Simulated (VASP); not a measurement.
**N on Cu(111): which site?**

Where does N sit on Cu(111), and how strongly does it bind?

Main program and level: VASP 6.6.1; RPBE; plane waves and PAW (Cu), in the first sound run; inputs show where later runs differ.

Report form: the programs' logs are mostly left out.

## Step 1: The structure

The structure is cubic, space group Fm-3m (No. 225). The conventional cell has a = 3.610 Å, b = 3.610 Å, c = 3.610 Å, α = 90.00°, β = 90.00°, γ = 90.00°. Nearest to Cu lie 12 Cu at 2.55 Å.

Structure file:

```cif
data_structure
_symmetry_space_group_name_H-M 'P 1'
_symmetry_Int_Tables_number 1
_cell_length_a 2.5527
_cell_length_b 2.5527
_cell_length_c 2.5527
_cell_angle_alpha 60.000
_cell_angle_beta 60.000
_cell_angle_gamma 60.000
_cell_volume 11.76
loop_
_atom_site_label
_atom_site_type_symbol
_atom_site_fract_x
_atom_site_fract_y
_atom_site_fract_z
_atom_site_occupancy
Cu1 Cu 0.00000 0.00000 0.00000 1
```

## Step 2: The bulk reference, job relaxation, k-mesh 18×18×18

The bulk crystal is relaxed first, so that the slabs are cut at this functional's lattice.

INCAR reads:

```
SYSTEM = Cu
PREC = Accurate
ENCUT = 570
EDIFF = 1E-06
NELM = 120
ISMEAR = 1
SIGMA = 0.15
LREAL = .FALSE.
ALGO = Normal
GGA = RP
NBANDS = 11
LASPH = .TRUE.
LORBIT = 11
LWAVE = .FALSE.
LCHARG = .FALSE.
KPAR = 4
IBRION = 2
NSW = 30
ISIF = 3
EDIFFG = -0.01
POTIM = 0.4
```

POSCAR reads:

```
Cu
1.0
    0.0000000000      1.8050000000      1.8050000000
    1.8050000000      0.0000000000      1.8050000000
    1.8050000000      1.8050000000      0.0000000000
Cu
1
Direct
    0.0000000000      0.0000000000      0.0000000000
```

KPOINTS reads:

```
Automatic mesh
0
Gamma
18 18 18
0 0 0
```

Potentials, in the order of the species: Cu (PBE family, release 64).

The run is started by

```bash
$ mpirun -np 4 vasp_std
```

Elapsed: 8 s, on 4 MPI ranks of Intel Xeon 6975P-C (Granite Rapids), shared host; peak memory 0.6 GiB.

This run has no spin polarisation. Its electron count is odd, so without a moment it is a metal by construction. The PAW data sets were made with PBE, which is usual practice but a small mismatch for other functionals. The run keeps the 48 symmetry operations of its start, so it cannot find a distortion of lower symmetry.

Relaxation path:

```csv
step,energy less that of the first step (eV),largest force (eV/Å),pressure (GPa),volume (Å³)
1,0.0000,0.0000,8.17,11.76
2,-0.0163,0.0000,-1.22,12.60
3,-0.0168,0.0000,0.05,12.46
```

```csv
"conventional cell, symmetrised",before,after,change
a (Å),3.610,3.680,+1.9 %
b (Å),3.610,3.680,+1.9 %
c (Å),3.610,3.680,+1.9 %
volume (Å³/atom),11.76,12.46,+6.0 %
```

The relaxed structure:

```xyz
1
Lattice="0.0000 1.8402 1.8402 1.8402 0.0000 1.8402 1.8402 1.8402 0.0000" Properties=species:S:1:pos:R:3 pbc="T T T"
Cu    0.0000    0.0000    0.0000
```

This step gave:

```yaml
electronic_cycles: 27
electrons: 11
free_energy_toten: -3.256 eV
energy_at_zero_smearing: -3.256 eV
fermi_energy: 7.072 eV
metallic: yes
```

The run ended after 3 ionic steps, 0.017 eV below its first step, once forces and stress met EDIFFG = -0.01.

Energy at zero smearing: -3.25645 eV.

## Step 3: The bulk reference, job self-consistent run, k-mesh 22×22×22

INCAR reads:

```
SYSTEM = Cu
PREC = Normal
ENCUT = 440
EDIFF = 1E-06
NELM = 120
ISMEAR = 1
SIGMA = 0.15
LREAL = .FALSE.
ALGO = Fast
GGA = RP
NBANDS = 11
LASPH = .TRUE.
LORBIT = 11
LWAVE = .FALSE.
LCHARG = .FALSE.
KPAR = 4
```

POSCAR reads:

```
Cu
1.0
    0.0000000000      1.8401661411      1.8401661411
    1.8401661411      0.0000000000      1.8401661411
    1.8401661411      1.8401661411      0.0000000000
Cu
1
Direct
    0.0000000000      0.0000000000      0.0000000000
```

KPOINTS reads:

```
Automatic mesh
0
Gamma
22 22 22
0 0 0
```

The run is started by

```bash
$ mpirun -np 4 vasp_std
```

Wall time 2.8 s (4 MPI ranks); peak memory 0.51 GiB.

This step gave:

* electronic cycles: 13
* free energy (TOTEN): -3.255 eV
* Fermi energy: 7.082 eV

Energy at zero smearing: -3.25515 eV.

The run ends at a pressure of -0.65 GPa.

## Step 4: Relaxing the slab

System of this step: Cu(111). The cell holds 12 atoms: 12 Cu. Its edges and angles: a = 5.205 Å, b = 5.205 Å, c = 19.250 Å, α = 90.0°, β = 90.0°, γ = 60.0°. It derives from Cu. 3 layers of fcc Cu, cut at this functional's lattice. Vacuum lies along c.

The free atoms relax, while those held by selective dynamics keep their cut positions.

INCAR reads:

```
SYSTEM = Cu
PREC = Normal
ENCUT = 440
EDIFF = 1E-05
NELM = 120
ISMEAR = 1
SIGMA = 0.15
LREAL = Auto
ALGO = Fast
GGA = RP
NBANDS = 81
LASPH = .TRUE.
LORBIT = 11
LWAVE = .FALSE.
LCHARG = .FALSE.
KPAR = 4
IBRION = 2
NSW = 40
ISIF = 2
EDIFFG = -0.03
POTIM = 0.4
MAXMIX = 40
IDIPOL = 3
LDIPOL = .TRUE.
DIPOL = 0.5 0.5 0.5
```

POSCAR reads:

```
Cu
1.0
    5.2047758275      0.0000000000      0.0000000000
    2.6023879138      4.5074680876      0.0000000000
    0.0000000000      0.0000000000     19.2496816677
Cu
12
Selective dynamics
Direct
    0.1666666700      0.1666666700      0.3896168300  F F F
    0.6666666700      0.1666666700      0.3896168300  F F F
    0.1666666700      0.6666666700      0.3896168300  F F F
    0.6666666700      0.6666666700      0.3896168300  F F F
    0.8333333300      0.3333333300      0.5000000000  T T T
    0.3333333300      0.3333333300      0.5000000000  T T T
    0.8333333300      0.8333333300      0.5000000000  T T T
    0.3333333300      0.8333333300      0.5000000000  T T T
    0.0000000000      0.0000000000      0.6103831700  T T T
    0.5000000000      0.0000000000      0.6103831700  T T T
    0.0000000000      0.5000000000      0.6103831700  T T T
    0.5000000000      0.5000000000      0.6103831700  T T T
```

KPOINTS reads:

```
Automatic mesh
0
Gamma
6 6 1
0 0 0
```

The run is started by

```bash
$ mpirun -np 4 vasp_std
```

Wall time 2.4 min (4 MPI ranks); peak memory 1.5 GiB; 9.5 min of CPU time.

The run keeps the 6 symmetry operations of its start, so it cannot find a distortion of lower symmetry.

Relaxation path:

```csv
step,energy less that of the first step (eV),largest force (eV/Å)
1,0.0000,0.0938
2,-0.0013,0.0795
3,-0.0046,0.0573
4,-0.0074,0.1121
5,-0.0088,0.1074
6,-0.0134,0.0995
7,-0.0162,0.0453
8,-0.0169,0.0016
```

The atoms that moved most (Å):

```csv
atom,dx,dy,dz,length
Cu12,0.000,0.000,-0.074,0.074
Cu11,0.000,0.000,-0.074,0.074
Cu10,0.000,0.000,-0.074,0.074
Cu9,0.000,0.000,-0.074,0.074
Cu8,0.000,0.000,-0.037,0.037
Cu7,0.000,0.000,-0.037,0.037
Cu6,0.000,0.000,-0.037,0.037
Cu5,0.000,0.000,-0.037,0.037
```

The relaxed structure:

```
Cu
1.0
     5.20478    0.00000    0.00000
     2.60239    4.50747    0.00000
     0.00000    0.00000   19.24968
Cu
12
Direct
  0.16667 0.16667 0.38962
  0.66667 0.16667 0.38962
  0.16667 0.66667 0.38962
  0.66667 0.66667 0.38962
  0.83333 0.33333 0.49810
  0.33333 0.33333 0.49810
  0.83333 0.83333 0.49810
  0.33333 0.83333 0.49810
  0.00000 0.00000 0.60656
  0.50000 0.00000 0.60656
  0.00000 0.50000 0.60656
  0.50000 0.50000 0.60656
```

Numbers from this step:

| Quantity | Value |
| --- | --- |
| electronic cycles | 101 |
| electrons | 132 |
| free energy (TOTEN) | -35.70 eV |
| energy at zero smearing | -35.68 eV |
| Fermi energy | -0.6149 eV |
| dipole moment | 0, 0, -4.40e-5 e·Å |

The run ended after 8 ionic steps, 0.017 eV below its first step, once the forces on the free atoms met EDIFFG = -0.03.

## Step 5: Vacuum level and density of states

A static run writes the electrostatic potential without exchange and correlation (LVHAR), which is flat in the vacuum and gives the level to count from. The dipole correction cancels the field that unlike faces would set up across the vacuum.

INCAR reads:

```
SYSTEM = Cu
PREC = Normal
ENCUT = 440
EDIFF = 1E-06
NELM = 120
ISMEAR = 1
SIGMA = 0.15
LREAL = Auto
ALGO = Fast
GGA = RP
NBANDS = 81
LASPH = .TRUE.
LORBIT = 11
LWAVE = .FALSE.
LCHARG = .FALSE.
KPAR = 4
IDIPOL = 3
LDIPOL = .TRUE.
DIPOL = 0.5 0.5 0.498
LVHAR = .TRUE.
LVACPOTAV = .TRUE.
NEDOS = 1500
```

POSCAR reads:

```
Cu
1.0
    5.2047758275      0.0000000000      0.0000000000
    2.6023879138      4.5074680876      0.0000000000
    0.0000000000      0.0000000000     19.2496816677
Cu
12
Selective dynamics
Direct
    0.1666666700      0.1666666700      0.3896168300  F F F
    0.6666666700      0.1666666700      0.3896168300  F F F
    0.1666666700      0.6666666700      0.3896168300  F F F
    0.6666666700      0.6666666700      0.3896168300  F F F
    0.8333333300      0.3333333300      0.4981014767  T T T
    0.3333333300      0.3333333300      0.4981014767  T T T
    0.8333333300      0.8333333300      0.4981014767  T T T
    0.3333333300      0.8333333300      0.4981014767  T T T
    0.0000000000      0.0000000000      0.6065578996  T T T
    0.5000000000      0.0000000000      0.6065578996  T T T
    0.0000000000      0.5000000000      0.6065578996  T T T
    0.5000000000      0.5000000000      0.6065578996  T T T
```

KPOINTS is that of step 4.

The run is started by

```bash
$ mpirun -np 4 vasp_std
```

Run time: 35 s. Hardware: 4 MPI ranks; peak memory 1.3 GiB; 2.3 min of CPU time.

This step gave:

```yaml
electronic_cycles: 25
dipole_moment: 0, 0, -9.40e-5 e·Å
vacuum_levels: 3.887, 3.888 eV
work_functions_of_the_upper_and_lower_face: 4.502, 4.503 eV
```

Zero at the Fermi level. The planar average of the electrostatic potential by height:

height (Å), planar average of the electrostatic potential (eV) and a bar from the least value:
```
      0.0        4.5 ##############################
      0.5        4.5 ##############################
      1.0        4.5 ##############################
      1.5        4.5 ##############################
      2.0        4.5 ##############################
      2.5        4.5 ##############################
      3.0        4.5 ##############################
      3.5        4.5 ##############################
      4.0        4.5 ##############################
      4.5        4.5 ##############################
      5.0        4.4 ##############################
      5.5        4.3 ##############################
      6.0        3.7 #############################
      6.5        1.6 #########################
      7.0       -7.8 ##########
      7.5      -14.3 
      8.0       -7.8 ##########
      8.5        0.3 #######################
      9.0       -6.1 #############
      9.5      -14.3 
     10.0       -9.9 #######
     10.5       -0.2 ######################
     11.0       -4.0 #################
     11.5      -13.4 ##
     12.0      -11.3 #####
     12.5       -0.7 ######################
     13.0        3.2 ############################
     13.5        4.1 #############################
     14.0        4.4 ##############################
     14.5        4.5 ##############################
     15.0        4.5 ##############################
     15.5        4.5 ##############################
     16.0        4.5 ##############################
     16.5        4.5 ##############################
     17.0        4.5 ##############################
     17.5        4.5 ##############################
     18.0        4.5 ##############################
     18.5        4.5 ##############################
     19.0        4.5 ##############################
```

Density of states in the PAW spheres, an atom over height of the layer and energy from the Fermi level.

Values in states/eV, 22 rows by 3 columns, each cell a mean:
```
0.06 0.05 0.06
0.42 0.48 0.42
0.32 0.19 0.32
0.11 0.08 0.11
0.79 0.60 0.79
4.56 4.48 4.56
4.73 3.33 4.72
4.23 2.64 4.23
4.17 3.78 4.18
2.18 2.51 2.18
1.51 2.23 1.51
1.02 2.37 1.02
0.61 1.48 0.61
0.25 0.54 0.25
0.21 0.28 0.21
0.08 0.09 0.08
0.14 0.20 0.14
0.06 0.04 0.06
0.04 0.09 0.04
0.04 0.09 0.04
0.03 0.08 0.03
0.02 0.06 0.02
```
Columns: height of the layer (Å) from 7.5 to 11.7; rows upwards: energy from the Fermi level (eV) from -7.9 to 0.5.

The map of layer states is cut here 0.5 eV above the Fermi level, so it leaves out the states above that.

The vacuum level lies 4.50 eV above the Fermi level at the upper face; both faces agree, as the slab has next to no dipole.

The program found no field-free point at its default tolerance, but its printed level agrees with the flat part of the planar average.

On this mesh the fine structure of the density of states is sampling noise, and high empty states may be cut by the number of bands.

## Step 6: Relaxing the atoms

This step: RPBE; plane waves and PAW (N) (VASP 6.6.1).

System of this step: N2. The cell holds 2 atoms: 2 N. Its edges and angles: a = 11.000 Å, b = 11.500 Å, c = 14.000 Å, α = 90.0°, β = 90.0°, γ = 90.0°. Vacuum lies along a, b and c.

The reference for N is the N2 molecule, relaxed in a box at the cutoff of the large cell.

INCAR reads:

```
SYSTEM = N
PREC = Normal
ENCUT = 440
EDIFF = 1E-05
NELM = 120
ISMEAR = 0
SIGMA = 0.01
LREAL = Auto
ALGO = Fast
GGA = RP
NBANDS = 11
LORBIT = 11
LWAVE = .FALSE.
LCHARG = .FALSE.
NCORE = 4
LASPH = .TRUE.
IBRION = 2
NSW = 20
ISIF = 2
EDIFFG = -0.03
POTIM = 0.4
MAXMIX = 40
ISYM = 0
```

POSCAR reads:

```
N
1.0
   11.0000000000      0.0000000000      0.0000000000
    0.0000000000     11.5000000000      0.0000000000
    0.0000000000      0.0000000000     14.0000000000
N
2
Direct
    0.5000000000      0.5000000000      0.4607142900
    0.5000000000      0.5000000000      0.5392857100
```

KPOINTS reads:

```
Automatic mesh
0
Gamma
1 1 1
0 0 0
```

Potentials, in the order of the species: N (PBE family, release 64).

The run is started by

```bash
$ mpirun -np 4 vasp_gam
```

It took 13 s on 4 MPI ranks; peak memory 0.92 GiB; 50 s of CPU time.

Step by step:

```csv
step,energy less that of the first step (eV),largest force (eV/Å)
1,0.0000,3.1191
2,2.0985,14.4560
3,-0.0293,0.3739
4,-0.0297,0.0398
5,-0.0297,0.0389
6,-0.0297,0.0369
7,-0.0297,0.0194
```

The relaxed structure:

```
N
1.0
    11.00000    0.00000    0.00000
     0.00000   11.50000    0.00000
     0.00000    0.00000   14.00000
N
2
Direct
  0.50000 0.50000 0.46002
  0.50000 0.50000 0.53998
```

This step gave:

```yaml
electronic_cycles: 51
electrons: 10
free_energy_toten: -16.29 eV
gap_between_the_highest_filled_and_lowest_empty_level: 8.025 eV
```

The run ended after 7 ionic steps, 0.030 eV below its first step, once the forces on the free atoms met EDIFFG = -0.03.

Energy at zero smearing: -16.28518 eV.

## Step 7: Relaxing the adsorbate, site ontop

This step: RPBE, no spin polarisation; plane waves and PAW (Cu, N) (VASP 6.6.1).

System of this step: Cu12N (Cu(111)). The cell holds 13 atoms: 12 Cu and 1 N. Its edges and angles: a = 5.205 Å, b = 5.205 Å, c = 19.250 Å, α = 90.0°, β = 90.0°, γ = 60.0°. It derives from Cu. N over the ontop site of Cu(111). Vacuum lies along c.

The adsorbate starts over a high-symmetry site, and it relaxes with the upper layers within that symmetry.

INCAR reads:

```
SYSTEM = Cu12N
PREC = Normal
ENCUT = 440
EDIFF = 1E-05
NELM = 120
ISMEAR = 1
SIGMA = 0.15
LREAL = Auto
ALGO = Fast
GGA = RP
NBANDS = 84
LASPH = .TRUE.
LORBIT = 11
LWAVE = .FALSE.
LCHARG = .FALSE.
KPAR = 4
IBRION = 2
NSW = 50
ISIF = 2
EDIFFG = -0.03
POTIM = 0.4
MAXMIX = 40
IDIPOL = 3
LDIPOL = .TRUE.
DIPOL = 0.5 0.5 0.514
```

POSCAR reads:

```
Cu12N
1.0
    5.2047758275      0.0000000000      0.0000000000
    2.6023879138      4.5074680876      0.0000000000
    0.0000000000      0.0000000000     19.2496816677
Cu N
12 1
Selective dynamics
Direct
    0.1666666700      0.1666666700      0.3896168300  F F F
    0.6666666700      0.1666666700      0.3896168300  F F F
    0.1666666700      0.6666666700      0.3896168300  F F F
    0.6666666700      0.6666666700      0.3896168300  F F F
    0.8333333300      0.3333333300      0.4981014800  T T T
    0.3333333300      0.3333333300      0.4981014800  T T T
    0.8333333300      0.8333333300      0.4981014800  T T T
    0.3333333300      0.8333333300      0.4981014800  T T T
    0.0000000000      0.0000000000      0.6065579000  T T T
    0.5000000000      0.0000000000      0.6065579000  T T T
    0.0000000000      0.5000000000      0.6065579000  T T T
    0.5000000000      0.5000000000      0.6065579000  T T T
    0.0000000000      0.0000000000      0.7052608300  T T T
```

KPOINTS reads:

```
Automatic mesh
0
Gamma
6 6 1
0 0 0
```

The projector-augmented-wave data sets are Cu and N (PBE family, release 64).

The run is started by

```bash
$ mpirun -np 4 vasp_std
```

It took 3.3 min on 4 MPI ranks; peak memory 1.5 GiB.

Its electron count is odd, so without a moment it is a metal by construction.

Step by step:

```csv
step,energy less that of the first step (eV),largest force (eV/Å)
1,0.0000,2.7141
2,-0.2717,0.3575
3,-0.2718,0.4388
4,-0.2867,0.4058
5,-0.3233,0.2871
6,-0.3504,0.3391
7,-0.3662,0.2228
8,-0.3733,0.1916
9,-0.3735,0.2228
10,-0.3767,0.3137
11,-0.3769,0.2283
12,-0.3801,0.0964
13,-0.3810,0.0412
14,-0.3810,0.0410
15,-0.3813,0.0278
```

The atoms that moved most (Å):

```csv
atom,dx,dy,dz,length
N13,0.000,0.000,-0.273,0.273
Cu11,-0.004,0.002,0.139,0.139
Cu10,0.000,-0.005,0.139,0.139
Cu12,0.004,0.002,0.139,0.139
Cu9,0.000,0.000,-0.100,0.100
Cu6,0.000,0.000,0.081,0.081
Cu7,-0.019,-0.011,0.013,0.026
Cu8,0.019,-0.011,0.013,0.026
```

The relaxed structure:

```cif
data_structure
_symmetry_space_group_name_H-M 'P 1'
_symmetry_Int_Tables_number 1
_cell_length_a 5.2048
_cell_length_b 5.2048
_cell_length_c 19.2497
_cell_angle_alpha 90.000
_cell_angle_beta 90.000
_cell_angle_gamma 60.000
_cell_volume 451.60
loop_
_atom_site_label
_atom_site_type_symbol
_atom_site_fract_x
_atom_site_fract_y
_atom_site_fract_z
_atom_site_occupancy
Cu1 Cu 0.16667 0.16667 0.38962 1
Cu2 Cu 0.66667 0.16667 0.38962 1
Cu3 Cu 0.16667 0.66667 0.38962 1
Cu4 Cu 0.66667 0.66667 0.38962 1
Cu5 Cu 0.83084 0.33831 0.49876 1
Cu6 Cu 0.33333 0.33333 0.50230 1
Cu7 Cu 0.83084 0.83084 0.49876 1
Cu8 Cu 0.33831 0.83084 0.49876 1
Cu9 Cu 0.00000 0.00000 0.60134 1
Cu10 Cu 0.50052 0.99896 0.61377 1
Cu11 Cu 0.99896 0.50052 0.61377 1
Cu12 Cu 0.50052 0.50052 0.61377 1
N13 N 0.00000 0.00000 0.69110 1
```

This step gave:

```yaml
electronic_cycles: 135
electrons: 137
free_energy_toten: -40.23 eV
energy_at_zero_smearing: -40.23 eV
fermi_energy: -0.9848 eV
dipole_moment: 0, 0, 0.2124 e·Å
```

The run ended after 15 ionic steps, 0.381 eV below its first step, once the forces on the free atoms met EDIFFG = -0.03.

VASP counts the dipole in electrons times Å, so a positive number points the physical dipole along −c.

(Part 1 of 3 ends here.)

[Lines on the potential files, build, host, timing and source positions are cut from VASP's logs without a mark.]

[Logs are printed without paths, hosts, clocks, repeated set-up lines and the standing remarks that a program may print on its own settings, such as how far it seeks lower states.]

[Hosts, paths, dates, database ids (printed as entryN), source tags and the programs' standing remarks are cut or masked in the printed files.]

[Runs that stopped without an error message from VASP are left out.]
